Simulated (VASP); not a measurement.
```yaml
crystal:
  lattice:
    - [0.00000, 3.07327, 3.07327]
    - [3.07327, 0.00000, 3.07327]
    - [3.07327, 3.07327, 0.00000]
  atoms:
    - { symbol: Sr, position: [0.00000, 0.00000, 0.00000] }
```

All values below come from RPBE GGA, VASP's PBE PAW potentials (set 64) (plane waves; VASP 6.6.1). Numerical set-up: 520 eV cut-off, Gaussian smearing of 0.050 eV, potentials Sr_sv.

Give the energies of bands 5 to 8 at the high-symmetry points, in eV from the Fermi level.

```
band      Γ      X      U      L     W
----  -----  -----  -----  -----  ----
5     -3.55  -0.58  -0.07  -1.06  0.09
6      2.33   0.41   0.25  -0.03  0.60
7      2.33   0.92   0.76   2.17  0.60
8      2.33   4.69   3.32   2.17  2.18
```

It has no gap at this level: it comes out as a metal or semimetal.

The compound is Sr in the fcc structure. It was relaxed first.
